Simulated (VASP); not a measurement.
# BeRhS3 (Pm-3m) in VASP: further runs

Aim: see how the results for BeRhS3 move with the level of theory and the settings. Levels: PBE, PBEsol. Tasks: relaxation of cell and atoms, relaxation of the atoms.

All numbers are computed with VASP 6.6.1; they aren't measurements. Logs are shortened: lines on timing, memory, paths and dates and some standing lists are left out, and cuts for length are marked.

## 1. The crystal as given

The structure is cubic, space group Pm-3m (No. 221). The conventional cell has a = 4.347 Å, b = 4.347 Å, c = 4.347 Å, α = 90.00°, β = 90.00°, γ = 90.00°. Be (site symmetry m-3m) is surrounded by 12 S at 3.07 Å. Rh (site symmetry m-3m) is surrounded by 6 S at 2.17 Å. S (site symmetry 4/mmm) is surrounded by 2 Rh at 2.17 Å.

The cell was built by a generator and needn't be a form met in nature.

## 2. Relaxation of cell and atoms, PBE

Contents of INCAR:

```
SYSTEM = BeRhS3
PREC     = Accurate       ! precision mode
ENCUT    = 600            ! plane-wave cutoff, eV
EDIFF    = 1E-6           ! SCF threshold, eV
ISMEAR   = 0              ! smearing method
SIGMA    = 0.05           ! smearing width, eV
LREAL    = .FALSE.        ! projectors in reciprocal space
LASPH    = .TRUE.         ! aspherical terms in the spheres
NELM     = 80             ! most SCF steps
ALGO     = Normal         ! electronic algorithm
ISIF     = 3              ! what is computed and relaxed
LWAVE    = .FALSE.        ! write WAVECAR
LCHARG   = .FALSE.        ! write CHGCAR
GGA      = PE             ! functional
IBRION   = 2              ! ionic algorithm
NSW      = 40             ! ionic steps
EDIFFG   = -0.01          ! ionic threshold
```

Contents of KPOINTS:

```
Automatic mesh
0
G
  6 6 6
  0 0 0
```

Contents of POSCAR:

```
BeRhS3
1.0
    4.3467227100      0.0000000000      0.0000000000
    0.0000000000      4.3467227100      0.0000000000
    0.0000000000      0.0000000000      4.3467227100
Be Rh S
1 1 3
Direct
    0.0000000000      0.0000000000      0.0000000000
    0.5000000000      0.5000000000      0.5000000000
    0.0000000000      0.5000000000      0.5000000000
    0.5000000000      0.5000000000      0.0000000000
    0.5000000000      0.0000000000      0.5000000000
```

Potentials or basis: VASP PAW PBE potentials, release 64 (Be, Rh_pv, S).

Launch:

```console
$ cat potpaw_PBE.64/Be/POTCAR potpaw_PBE.64/Rh_pv/POTCAR potpaw_PBE.64/S/POTCAR > POTCAR
$ mpirun -np 1 vasp_std > vasp.out
```

OUTCAR:

```text
SYSTEM = BeRhS3
   PREC = Accurate
   ENCUT = 600
   EDIFF = 1E-6
   ISMEAR = 0
   LREAL = .FALSE.
   LASPH = .TRUE.
   NELM = 80
   ISIF = 3
   GGA = PE
   IBRION = 2
   NSW = 40
   EDIFFG = -0.01

 ion  position               nearest neighbor table
   1  0.000  0.000  0.000-
   2  0.500  0.500  0.500-   3 2.17   4 2.17   5 2.17   4 2.17   5 2.17   3 2.17
   3  0.000  0.500  0.500-   2 2.17   2 2.17
   4  0.500  0.500  0.000-   2 2.17   2 2.17
   5  0.500  0.000  0.500-   2 2.17   2 2.17

  LATTYP: Found a simple cubic cell.
 ALAT       =     4.3467227100

  Lattice vectors:

 A1 = (   4.3467227100,   0.0000000000,   0.0000000000)
 A2 = (   0.0000000000,   4.3467227100,   0.0000000000)
 A3 = (   0.0000000000,   0.0000000000,   4.3467227100)

Analysis of symmetry for initial positions (statically):
=====================================================================
 Subroutine PRICEL returns:
 Original cell was already a primitive cell.

 Routine SETGRP: Setting up the symmetry group for a
 simple cubic supercell.

 Subroutine GETGRP returns: Found 48 space group operations
 (whereof 48 operations were pure point group operations)
 out of a pool of 48 trial point group operations.

The static configuration has the point symmetry O_h .

Analysis of symmetry for dynamics (positions and initial velocities):
=====================================================================
 Subroutine PRICEL returns:
 Original cell was already a primitive cell.

 Routine SETGRP: Setting up the symmetry group for a
 simple cubic supercell.

 Subroutine GETGRP returns: Found 48 space group operations
 (whereof 48 operations were pure point group operations)
 out of a pool of 48 trial point group operations.

The dynamic configuration has the point symmetry O_h .

 Subroutine INISYM returns: Found 48 space group operations
 (whereof 48 operations are pure point group operations),
 and found     1 'primitive' translations

----------------------------------------------------------------------------------------

                                     Primitive cell

  volume of cell :      82.1270

  direct lattice vectors                    reciprocal lattice vectors
     4.346722710  0.000000000  0.000000000     0.230058383  0.000000000  0.000000000
     0.000000000  4.346722710  0.000000000     0.000000000  0.230058383  0.000000000
     0.000000000  0.000000000  4.346722710     0.000000000  0.000000000  0.230058383

  length of vectors
     4.346722710  4.346722710  4.346722710     0.230058383  0.230058383  0.230058383

  position of ions in fractional coordinates (direct lattice)
     0.000000000  0.000000000  0.000000000
     0.500000000  0.500000000  0.500000000
     0.000000000  0.500000000  0.500000000
     0.500000000  0.500000000  0.000000000
[... 56 lines left out ...]
  0.500000  0.500000  0.333333      6.000000
  0.500000  0.500000  0.500000      1.000000
   k-points           NKPTS =     20   k-points in BZ     NKDIM =     20   number of bands    NBANDS=     21
   number of dos      NEDOS =    301   number of ions     NIONS =      5
   total plane-waves  NPLWV =  46656
   dimension x,y,z NGX =    36 NGY =   36 NGZ =   36
   dimension x,y,z NGXF=    72 NGYF=   72 NGZF=   72
   ions per type =               1   1   3
   NGX,Y,Z   is equivalent  to a cutoff of  13.77, 13.77, 13.77 a.u.
   NGXF,Y,Z  is equivalent  to a cutoff of  27.54, 27.54, 27.54 a.u.
 SYSTEM =  BeRhS3
   PREC   = accura    normal or accurate (medium, high low for compatibility)
   ISTART =      0    job   : 0-new  1-cont  2-samecut
   ICHARG =      2    charge: 1-file 2-atom 10-const
   ISPIN  =      1    spin polarized calculation?
   LNONCOLLINEAR =      F non collinear calculations
   LSORBIT =      F    spin-orbit coupling
   LASPH  =      T    aspherical Exc in radial PAW
   ENCUT  =  600.0 eV  44.10 Ry    6.64 a.u.   8.68  8.68  8.68*2*pi/ulx,y,z
   NELM   =     80;   NELMIN=  2; NELMDL= -5     # of ELM steps
   EDIFF  = 0.1E-05   stopping-criterion for ELM
   LREAL  =      F    real-space projection
   EDIFFG = -.1E-01   stopping-criterion for IOM
   NSW    =     40    number of steps for IOM
   IBRION =      2    ionic relax: 0-MD 1-quasi-New 2-CG
   NFREE  =      1    steps in history (QN), initial steepest desc. (CG)
   ISIF   =      3    stress and relaxation
   ISYM   =      2    0-nonsym 1-usesym 2-fastsym
   POTIM  = 0.5000    time-step for ionic-motion
   TEBEG  =    0.0;   TEEND  =   0.0 temperature during run
   PSTRESS=    0.0 pullay stress
   NELECT =      35.0000    total number of electrons
   NUPDOWN=      -1.0000    fix difference up-down
   EMIN   =  10.00;   EMAX   =-10.00  energy-range for DOS
   EFERMI =   0.00;   METHOD = LEGACY
   ISMEAR =     0;   SIGMA  =   0.05  broadening in eV -4-tet -1-fermi 0-gaus
   EFERMI_NEDOS =   21; number of points for ismear=-14 and -15
   IALGO  =     38    algorithm
   IMIX   =      4    mixing-type and parameters
     AMIX     =   0.40;   BMIX     =  1.00
     AMIX_MAG =   1.60;   BMIX_MAG =  1.00
  volume/ion in A,a.u.               =      16.43       110.84
  Fermi-wavevector in a.u.,A,eV,Ry     =   1.231976  2.328097 20.650444  1.517765
  Thomas-Fermi vector in A             =   2.366764
   LORBIT       =      0    0 simple, 1 ext, 2 COOP (PROOUT), +10 PAW based schemes
   GGA     = PE    functional components
   LHFCALC =     F    Hartree Fock is set to
   AEXX    =    0.0000 exact exchange contribution
   IVDW    =     0    specifies the selected vdW correction
   LEPSILON=     F    determine dielectric tensor
   LRPA    =     F    only Hartree local field effects (RPA)
 conjugate gradient relaxation of ions
 non-spin polarized calculation
 Gauss-broadening in eV      SIGMA  =   0.05
  energy-cutoff  :      600.00
  volume of cell :       82.13
 maximum number of plane-waves:      2800
 NGX is ok and might be reduce to    36
   NGX = 17   NGY = 17   NGZ = 17

--------------------------------------- Ionic step        1  -------------------------------------------

 number of electron      35.0000002 magnetization

 Free energy of the ion-electron system (eV)
  ---------------------------------------------------
  ext. energy  EPLUGINS =         0.00000000
  ---------------------------------------------------
  free energy    TOTEN  =       -18.26262625 eV

  energy without entropy =      -18.25516003  energy(sigma->0) =      -18.25889314

 E-fermi :   6.3868     XC(G=0): -10.5382

 val. band max:        6.2995421776   @ k =   0.5000   0.1667   0.0000
 cond. band min:       6.3936390548   @ k =   0.3333   0.3333   0.0000
 fundamental gap:      0.0940968772
 Fermi energy:         6.3868333901
[... 1159 lines left out ...]
--------------------------------------- Ionic step        6  -------------------------------------------

 number of electron      35.0000002 magnetization

 Free energy of the ion-electron system (eV)
  ---------------------------------------------------
  ext. energy  EPLUGINS =         0.00000000
  ---------------------------------------------------
  free energy    TOTEN  =       -19.24292530 eV

  energy without entropy =      -19.23521630  energy(sigma->0) =      -19.23907080

 E-fermi :   4.2588     XC(G=0):  -9.7215

 val. band max:        4.2338008711   @ k =   0.5000   0.5000   0.0000
 cond. band min:       4.3081531017   @ k =   0.3333   0.3333   0.0000
 fundamental gap:      0.0743522306
 Fermi energy:         4.2587671450
[... 510 lines left out ...]
  FREE ENERGIE OF THE ION-ELECTRON SYSTEM (eV)
  ---------------------------------------------------
  free  energy   TOTEN  =       -19.2429252956 eV

  energy  without entropy=      -19.2352163027  energy(sigma->0) =      -19.23907080

 reached required accuracy - stopping structural energy minimisation
```

OSZICAR:

```text
N       E                     dE             d eps       ncg     rms          rms(c)
DAV:   1     0.265436941128E+03    0.26544E+03   -0.20258E+04   936   0.171E+03
DAV:   2     0.375380118931E+00   -0.26506E+03   -0.25812E+03   936   0.365E+02
DAV:   3    -0.192755456222E+02   -0.19651E+02   -0.18890E+02  1108   0.957E+01
DAV:   4    -0.198270759355E+02   -0.55153E+00   -0.53935E+00   969   0.154E+01
[... 67 lines left out ...]
DAV:   3    -0.192429320854E+02    0.15204E-02   -0.40733E-03   913   0.693E-01    0.343E-02
DAV:   4    -0.192429309398E+02    0.11455E-05   -0.18737E-04   880   0.873E-02    0.154E-02
DAV:   5    -0.192429274007E+02    0.35392E-05   -0.83400E-06   945   0.280E-02    0.840E-03
DAV:   6    -0.192429258415E+02    0.15592E-05   -0.11869E-06   577   0.733E-03    0.327E-03
DAV:   7    -0.192429252956E+02    0.54587E-06   -0.37365E-07   435   0.452E-03
   6 F= -.19242925E+02 E0= -.19239071E+02  d E =-.345717E-03
```

CONTCAR:

```text
BeRhS3
   1.00000000000000
     4.6199675850346189    0.0000000000000000   -0.0000000000000000
     0.0000000000000000    4.6199675850346189   -0.0000000000000000
    -0.0000000000000000    0.0000000000000000    4.6199675850346189
  Be              Rh              S
     1     1     3
Direct
     0.0000000000000000    0.0000000000000000    0.0000000000000000
     0.5000000000000000    0.5000000000000000    0.5000000000000000
     0.0000000000000000    0.5000000000000000    0.5000000000000000
     0.5000000000000000    0.5000000000000000    0.0000000000000000
     0.5000000000000000    0.0000000000000000    0.5000000000000000

  0.00000000E+00  0.00000000E+00  0.00000000E+00
  0.00000000E+00  0.00000000E+00  0.00000000E+00
  0.00000000E+00  0.00000000E+00  0.00000000E+00
  0.00000000E+00  0.00000000E+00  0.00000000E+00
  0.00000000E+00  0.00000000E+00  0.00000000E+00
```

It took 2 min on 1 thread of Intel Xeon Platinum 8488C (Sapphire Rapids), shared host; peak memory 0.23 GiB.

What came out:

```
Free energy                            : -19.2429 eV
Relaxed volume                         : 19.72 Å³/atom
Relaxed cell                           : a = 4.620 Å, b = 4.620 Å, c = 4.620 Å, α = 90.00°, β = 90.00°, γ = 90.00°
Space group after relaxing (to 0.05 Å) : Pm-3m (No. 221)
Energy gained by relaxing              : 196.1 meV/atom
Ionic steps                            : 6
Pressure after relaxing                : 0.0 GPa
```

Step by step:
```tsv
step	energy change (eV)	largest force (eV/Å)	pressure (GPa)	volume (Å³)
1	0.0000	0.0000	22.70	82.13
2	-0.5572	0.0000	-8.26	113.00
3	-0.9803	0.0000	0.10	98.63
4	-0.9800	0.0000	-0.29	98.98
5	-0.9803	0.0000	0.09	98.51
6	-0.9803	0.0000	0.01	98.61
```

Final structure:
```
Be Rh S
1.0
     4.61997    0.00000    0.00000
     0.00000    4.61997    0.00000
     0.00000    0.00000    4.61997
Be Rh S
1 1 3
Cartesian
  0.0000 0.0000 0.0000
  2.3100 2.3100 2.3100
  0.0000 2.3100 2.3100
  2.3100 2.3100 0.0000
  2.3100 0.0000 2.3100
```

Caveat: the volume moved by over 15 % at a fixed basis, so the end points are rough; the bands computed are all filled at some k points, so no gap is given.

## 3. Relaxation of the atoms, PBEsol

Contents of INCAR:

```
SYSTEM = BeRhS3
PREC = Accurate
ENCUT = 520
EDIFF = 1E-7
ISMEAR = 0
SIGMA = 0.05
LREAL = .False.
LASPH = .True.
NELM = 60
ALGO = Fast
ISIF = 2
LWAVE = .False.
LCHARG = .False.
GGA = PS
IBRION = 2
NSW = 60
EDIFFG = -0.01
```

Contents of KPOINTS:

```
Automatic mesh
0
Gamma
  6 6 6
  0 0 0
```

POSCAR is that of step 2.

Potentials or basis: VASP PAW PBE potentials, release 64 (Be, Rh_pv, S).

Launch:

```console
$ cat potpaw_PBE.64/Be/POTCAR potpaw_PBE.64/Rh_pv/POTCAR potpaw_PBE.64/S/POTCAR > POTCAR
$ mpirun -np 1 vasp_std > vasp.out
```

Run time: 22 s. Hardware: 1 thread of Intel Xeon Platinum 8488C (Sapphire Rapids), shared host; peak memory 0.19 GiB.

Results (log left out):

```yaml
Free_energy: -20.8602 eV
Pressure_after_relaxing: 18.3 GPa
```

Final structure:
```xyz
5
Lattice="4.3467 0.0000 0.0000 0.0000 4.3467 0.0000 0.0000 0.0000 4.3467" Properties=species:S:1:pos:R:3 pbc="T T T"
Be    0.0000    0.0000    0.0000
Rh    2.1734    2.1734    2.1734
S     0.0000    2.1734    2.1734
S     2.1734    2.1734    0.0000
S     2.1734    0.0000    2.1734
```

Levels at points of the mesh, in eV from the Fermi level:
| k point | band 14 | band 15 | band 16 | band 17 | band 18 | band 19 | band 20 | band 21 |
| --- | --- | --- | --- | --- | --- | --- | --- | --- |
| (0.00, 0.00, 0.00) | -1.44 | -1.32 | -1.32 | -1.32 | -1.08 | -0.53 | -0.53 | -0.53 |
| (0.50, 0.00, 0.00) | -2.22 | -1.35 | -0.62 | -0.62 | 0.02 | 0.02 | 1.12 | 2.14 |
| (0.50, 0.50, 0.00) | -2.91 | -1.45 | 0.17 | 0.34 | 0.34 | 0.70 | 2.06 | 2.29 |
| (0.50, 0.50, 0.50) | -0.80 | -0.80 | -0.80 | 0.76 | 0.76 | 0.76 | 6.09 | 6.27 |

Caveat: the relaxation stopped at its first step, so nothing moved; the bands computed are all filled at some k points, so no gap is given; the PAW data sets were made with another functional, which shifts forces and pressure a little.
